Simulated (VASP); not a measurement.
# Sc2InSb3 (I4/mmm) in VASP: relaxation of cell and atoms with PBE

Aim: the relaxation of cell and atoms of Sc2InSb3 with PBE.

Program: VASP 6.6.1. These are calculated values, not measurements. Logs are shortened: lines on timing, memory, paths and dates and some standing lists are left out, and cuts for length are marked.

### Step 1. The crystal as given

The structure is tetragonal, space group I4/mmm (No. 139). The conventional cell has a = 4.130 Å, b = 4.130 Å, c = 17.500 Å, α = 90.00°, β = 90.00°, γ = 90.00°. Sc (site symmetry 4mm) is surrounded by 6 Sb at 2.92 Å. Around In (site symmetry 4/mmm) lie 6 Sb at 2.92 Å. Around Sb (site symmetry 4mm) lie 5 Sc at 2.92 Å and 1 In at 2.92 Å. Sb (site symmetry 4/mmm) has 2 Sc at 2.92 Å and 4 In at 2.92 Å as nearest neighbours.

The cell was built by a generator and needn't be a form met in nature.

### Step 2. Relaxation of cell and atoms, PBE

File INCAR:

```
SYSTEM = Sc2InSb3
ALGO     = Fast           ! electronic algorithm
EDIFF    = 1E-4           ! SCF threshold, eV
EDIFFG   = -0.08          ! ionic threshold
ENCUT    = 520            ! plane-wave cutoff, eV
GGA      = PE             ! functional
IBRION   = 2              ! ionic algorithm
ISIF     = 3              ! what is computed and relaxed
ISMEAR   = 0              ! smearing method
LASPH    = .TRUE.         ! aspherical terms in the spheres
LCHARG   = .FALSE.        ! write CHGCAR
LREAL    = .FALSE.        ! projectors in reciprocal space
LWAVE    = .FALSE.        ! write WAVECAR
NELM     = 60             ! most SCF steps
NSW      = 24             ! ionic steps
PREC     = Normal         ! precision mode
SIGMA    = 0.15           ! smearing width, eV
```

File KPOINTS:

```
k-points
0
G
  6 6 6
  0 0 0
```

File POSCAR:

```
Sc2InSb3
1.0
   -2.0650000000      2.0650000000      8.7500000000
    2.0650000000     -2.0650000000      8.7500000000
    2.0650000000      2.0650000000     -8.7500000000
Sc In Sb
2 1 3
Direct
    0.6667000000      0.6667000000      0.0000000000
    0.3333000000      0.3333000000      0.0000000000
    0.0000000000      0.0000000000      0.0000000000
    0.8333000000      0.8333000000      0.0000000000
    0.1667000000      0.1667000000      0.0000000000
    0.5000000000      0.5000000000      0.0000000000
```

Potentials or basis: VASP PAW PBE potentials, release 64 (Sc_sv, In_d, Sb).

Launch:

```console
> cat potpaw_PBE.64/Sc_sv/POTCAR potpaw_PBE.64/In_d/POTCAR potpaw_PBE.64/Sb/POTCAR > POTCAR
> mpirun -np 1 vasp_std > vasp.out
```

OUTCAR:

```text
SYSTEM = Sc2InSb3
   EDIFF = 1E-4
   EDIFFG = -0.08
   ENCUT = 520
   GGA = PE
   IBRION = 2
   ISIF = 3
   ISMEAR = 0
   LASPH = .TRUE.
   LREAL = .FALSE.
   NELM = 60
   NSW = 24
   PREC = Normal

 ion  position               nearest neighbor table
   1  0.667  0.667  0.000-   4 2.92   6 2.92   5 2.92   5 2.92   5 2.92   5 2.92
   2  0.333  0.333  0.000-   5 2.92   6 2.92   4 2.92   4 2.92   4 2.92   4 2.92
   3  0.000  0.000  0.000-   4 2.92   5 2.92   6 2.92   6 2.92   6 2.92   6 2.92
   4  0.833  0.833  0.000-   1 2.92   3 2.92   2 2.92   2 2.92   2 2.92   2 2.92
   5  0.167  0.167  0.000-   2 2.92   3 2.92   1 2.92   1 2.92   1 2.92   1 2.92
   6  0.500  0.500  0.000-   1 2.92   2 2.92   3 2.92   3 2.92   3 2.92   3 2.92

  LATTYP: Found a body centered tetragonal cell.
 ALAT       =     4.1300000000
 C/A-ratio  =     4.2372881356

  Lattice vectors:

 A1 = (  -2.0650000000,   2.0650000000,   8.7500000000)
 A2 = (   2.0650000000,  -2.0650000000,   8.7500000000)
 A3 = (   2.0650000000,   2.0650000000,  -8.7500000000)

Analysis of symmetry for initial positions (statically):
=====================================================================
 Subroutine PRICEL returns:
 Original cell was already a primitive cell.

 Routine SETGRP: Setting up the symmetry group for a
 body centered tetragonal supercell.

 Subroutine GETGRP returns: Found 16 space group operations
 (whereof 16 operations were pure point group operations)
 out of a pool of 16 trial point group operations.

The static configuration has the point symmetry D_4h.

Analysis of symmetry for dynamics (positions and initial velocities):
=====================================================================
 Subroutine PRICEL returns:
 Original cell was already a primitive cell.

 Routine SETGRP: Setting up the symmetry group for a
 body centered tetragonal supercell.

 Subroutine GETGRP returns: Found 16 space group operations
 (whereof 16 operations were pure point group operations)
 out of a pool of 16 trial point group operations.

The dynamic configuration has the point symmetry D_4h.

 Subroutine INISYM returns: Found 16 space group operations
 (whereof 16 operations are pure point group operations),
 and found     1 'primitive' translations

----------------------------------------------------------------------------------------

                                     Primitive cell

  volume of cell :     149.2479

  direct lattice vectors                    reciprocal lattice vectors
    -2.065000000  2.065000000  8.750000000     0.000000000  0.242130751  0.057142857
     2.065000000 -2.065000000  8.750000000     0.242130751  0.000000000  0.057142857
     2.065000000  2.065000000 -8.750000000     0.242130751  0.242130751  0.000000000

  length of vectors
     9.224475595  9.224475595  9.224475595     0.248782247  0.248782247  0.342424591

  position of ions in fractional coordinates (direct lattice)
     0.666700000  0.666700000  0.000000000
     0.333300000  0.333300000  0.000000000
     0.000000000  0.000000000  0.000000000
     0.833300000  0.833300000  0.000000000
     0.166700000  0.166700000  0.000000000
     0.500000000  0.500000000  0.000000000

  ion indices of the primitive-cell ions
   primitive index   ion index
                 1           1
                 2           2
                 3           3
                 4           4
                 5           5
                 6           6

----------------------------------------------------------------------------------------

 KPOINTS: k-points

Automatic generation of k-mesh.
 Grid dimensions read from file:
 generate k-points for:    6    6    6

 Generating k-lattice:

  Cartesian coordinates                     Fractional coordinates (reciprocal lattice)
     0.000000000  0.040355125  0.009523810     0.166666667  0.000000000  0.000000000
     0.040355125  0.000000000  0.009523810     0.000000000  0.166666667  0.000000000
     0.040355125  0.040355125  0.000000000     0.000000000  0.000000000  0.166666667

  Length of vectors
     0.041463708  0.041463708  0.057070765

  Shift w.r.t. Gamma in fractional coordinates (k-lattice)
     0.000000000  0.000000000  0.000000000

 Subroutine IBZKPT returns following result:
 ===========================================

 Found     30 irreducible k-points:

 Following reciprocal coordinates:
            Coordinates               Weight
  0.000000  0.000000  0.000000      1.000000
  0.166667  0.000000 -0.000000      8.000000
  0.333333  0.000000 -0.000000      8.000000
  0.500000  0.000000  0.000000      4.000000
  0.166667  0.166667 -0.000000      8.000000
  0.333333  0.166667 -0.000000     16.000000
[... 16 lines left out ...]
 -0.333333 -0.333333  0.166667      8.000000
 -0.166667 -0.333333  0.166667      8.000000
 [... further k-points ...]
   k-points           NKPTS =     30   k-points in BZ     NKDIM =     30   number of bands    NBANDS=     30
   number of dos      NEDOS =    301   number of ions     NIONS =      6
   total plane-waves  NPLWV = 157464
   dimension x,y,z NGX =    54 NGY =   54 NGZ =   54
   dimension x,y,z NGXF=   108 NGYF=  108 NGZF=  108
   ions per type =               2   1   3
   NGX,Y,Z   is equivalent  to a cutoff of   9.73,  9.73,  9.73 a.u.
   NGXF,Y,Z  is equivalent  to a cutoff of  19.46, 19.46, 19.46 a.u.
 SYSTEM =  Sc2InSb3
   PREC   = normal    normal or accurate (medium, high low for compatibility)
   ISTART =      0    job   : 0-new  1-cont  2-samecut
   ICHARG =      2    charge: 1-file 2-atom 10-const
   ISPIN  =      1    spin polarized calculation?
   LNONCOLLINEAR =      F non collinear calculations
   LSORBIT =      F    spin-orbit coupling
   LASPH  =      T    aspherical Exc in radial PAW
   ENCUT  =  520.0 eV  38.22 Ry    6.18 a.u.  17.15 17.15 17.15*2*pi/ulx,y,z
   NELM   =     60;   NELMIN=  2; NELMDL= -5     # of ELM steps
   EDIFF  = 0.1E-03   stopping-criterion for ELM
   LREAL  =      F    real-space projection
   EDIFFG = -.8E-01   stopping-criterion for IOM
   NSW    =     24    number of steps for IOM
   IBRION =      2    ionic relax: 0-MD 1-quasi-New 2-CG
   NFREE  =      1    steps in history (QN), initial steepest desc. (CG)
   ISIF   =      3    stress and relaxation
   ISYM   =      2    0-nonsym 1-usesym 2-fastsym
   POTIM  = 0.5000    time-step for ionic-motion
   TEBEG  =    0.0;   TEEND  =   0.0 temperature during run
   PSTRESS=    0.0 pullay stress
   NELECT =      50.0000    total number of electrons
   NUPDOWN=      -1.0000    fix difference up-down
   EMIN   =  10.00;   EMAX   =-10.00  energy-range for DOS
   EFERMI =   0.00;   METHOD = LEGACY
   ISMEAR =     0;   SIGMA  =   0.15  broadening in eV -4-tet -1-fermi 0-gaus
   EFERMI_NEDOS =   21; number of points for ismear=-14 and -15
   IALGO  =     68    algorithm
   IMIX   =      4    mixing-type and parameters
     AMIX     =   0.40;   BMIX     =  1.00
     AMIX_MAG =   1.60;   BMIX_MAG =  1.00
  volume/ion in A,a.u.               =      24.87       167.86
  Fermi-wavevector in a.u.,A,eV,Ry     =   1.137004  2.148627 17.589324  1.292779
  Thomas-Fermi vector in A             =   2.273709
   LORBIT       =      0    0 simple, 1 ext, 2 COOP (PROOUT), +10 PAW based schemes
   GGA     = PE    functional components
   LHFCALC =     F    Hartree Fock is set to
   AEXX    =    0.0000 exact exchange contribution
   IVDW    =     0    specifies the selected vdW correction
   LEPSILON=     F    determine dielectric tensor
   LRPA    =     F    only Hartree local field effects (RPA)
 conjugate gradient relaxation of ions
 non-spin polarized calculation
 RMM-DIIS sequential band-by-band and
 Gauss-broadening in eV      SIGMA  =   0.15
  energy-cutoff  :      520.00
  volume of cell :      149.25
 maximum number of plane-waves:      4049
   NGX = 35   NGY = 35   NGZ = 35

--------------------------------------- Ionic step        1  -------------------------------------------

 number of electron      50.0000020 magnetization

 Free energy of the ion-electron system (eV)
  ---------------------------------------------------
  ext. energy  EPLUGINS =         0.00000000
  ---------------------------------------------------
  free energy    TOTEN  =       -30.41798765 eV

  energy without entropy =      -30.38353696  energy(sigma->0) =      -30.40076231

 E-fermi :   6.9447     XC(G=0): -10.1836

 val. band max:        6.9262324066   @ k =  -0.3333  -0.3333   0.1667
 cond. band min:       6.9813185326   @ k =   0.5000   0.5000  -0.0000
 fundamental gap:      0.0550861260
 Fermi energy:         6.9446609852

 k-point     1 :       0.0000    0.0000    0.0000
  band No.  band energies     occupation
      1     -42.8641      2.00000
      2     -42.8621      2.00000
      3     -21.5374      2.00000
      4     -21.5192      2.00000
      5     -21.4932      2.00000
      6     -21.4932      2.00000
[... 781 lines left out ...]
     29       8.4044      0.00000
     30       8.6244      0.00000

 [... further k-points ...]
[... 5 lines left out ...]
  --------------------------------------------------------------------------------------
  -------------------------------------------------------------------------------------
  Total        3.6656517      3.6656517      8.6936072      0.0000000     -0.0000000      0.0000000
  in kB       39.3508055     39.3508055     93.3259547      0.0000000     -0.0000000      0.0000000
  external PRESSURE =      57.3425219 kB  Pullay stress =       0.0000000 kB
[... 225 lines left out ...]
  energy  without entropy=      -30.7287052836  energy(sigma->0) =      -30.74341163

--------------------------------------- Ionic step        7  -------------------------------------------

 number of electron      50.0000012 magnetization

 Free energy of the ion-electron system (eV)
  ---------------------------------------------------
  ext. energy  EPLUGINS =         0.00000000
  ---------------------------------------------------
  free energy    TOTEN  =       -30.76084331 eV

  energy without entropy =      -30.73120165  energy(sigma->0) =      -30.74602248

 E-fermi :   5.9067     XC(G=0):  -9.7719

 val. band max:        5.9056983505   @ k =   0.1667   0.0000  -0.0000
 cond. band min:       5.9369386153   @ k =  -0.1667  -0.3333   0.1667
 fundamental gap:      0.0312402648
 Fermi energy:         5.9067356796

 k-point     1 :       0.0000    0.0000    0.0000
  band No.  band energies     occupation
      1     -44.0068      2.00000
      2     -44.0054      2.00000
      3     -22.6643      2.00000
      4     -22.6505      2.00000
      5     -22.6072      2.00000
      6     -22.6072      2.00000
[... 781 lines left out ...]
     29       7.4014      0.00000
     30       7.4926      0.00000

 [... further k-points ...]
[... 5 lines left out ...]
  --------------------------------------------------------------------------------------
  -------------------------------------------------------------------------------------
  Total       -0.0984889     -0.0984889     -0.4362097      0.0000000      0.0000000      0.0000000
  in kB       -0.9646387     -0.9646387     -4.2724085      0.0000000      0.0000000      0.0000000
  external PRESSURE =      -2.0672287 kB  Pullay stress =       0.0000000 kB
[... 21 lines left out ...]
  FREE ENERGIE OF THE ION-ELECTRON SYSTEM (eV)
  ---------------------------------------------------
  free  energy   TOTEN  =       -30.7608433132 eV

  energy  without entropy=      -30.7312016477  energy(sigma->0) =      -30.74602248

 reached required accuracy - stopping structural energy minimisation
```

Run time: 11 min. Hardware: 1 thread of Intel Xeon 6975P-C (Granite Rapids), shared host; peak memory 0.52 GiB.

What came out:

| Quantity | Value |
| --- | --- |
| Free energy | -30.7608 eV |
| Relaxed volume | 27.26 Å³/atom |
| Relaxed cell | a = 9.806 Å, b = 9.806 Å, c = 9.806 Å, α = 155.37°, β = 155.37°, γ = 35.11° |
| Space group after relaxing (to 0.05 Å) | I4/mmm (No. 139) |
| Energy gained by relaxing | 57.1 meV/atom |
| Ionic steps | 7 |
| Pressure after relaxing | -0.2 GPa |
| Largest force after relaxing | 0.045 eV/Å |
| Band gap on the k mesh | none (metal or under the smearing width) |

Forces in eV/Å, atoms in the order of the input:
```
Sc   0.000  0.000 -0.018
Sc   0.000  0.000  0.018
In   0.000  0.000  0.000
Sb   0.000  0.000 -0.045
Sb   0.000  0.000  0.045
Sb   0.000  0.000  0.000
```

The path:
```csv
step,energy change (eV),largest force (eV/Å),pressure (GPa),volume (Å³)
1,0.0000,0.4848,5.73,149.25
2,-0.2632,0.3582,-2.30,169.23
3,-0.2960,0.3753,-0.51,163.68
4,-0.3241,0.2856,-0.07,162.56
5,-0.3297,0.2244,0.37,161.73
6,-0.3401,0.1233,0.04,162.78
7,-0.3429,0.0450,-0.21,163.58
```

Final structure:
```yaml
crystal:
  lattice:
    - [-2.09150, 2.09150, 9.34882]
    - [2.09150, -2.09150, 9.34882]
    - [2.09150, 2.09150, -9.34882]
  atoms:
    - { symbol: Sc, position: [0.66929, 0.66929, 0.00000] }
    - { symbol: Sc, position: [0.33071, 0.33071, 0.00000] }
    - { symbol: In, position: [0.00000, 0.00000, 0.00000] }
    - { symbol: Sb, position: [0.82870, 0.82870, 0.00000] }
    - { symbol: Sb, position: [0.17130, 0.17130, 0.00000] }
    - { symbol: Sb, position: [0.50000, 0.50000, 0.00000] }
```

Caveat: the relaxation stopped at a loose force limit of 0.08 eV/Å, so its end isn't a converged minimum. The run has no spin-orbit coupling, so splittings on Sb are missing.
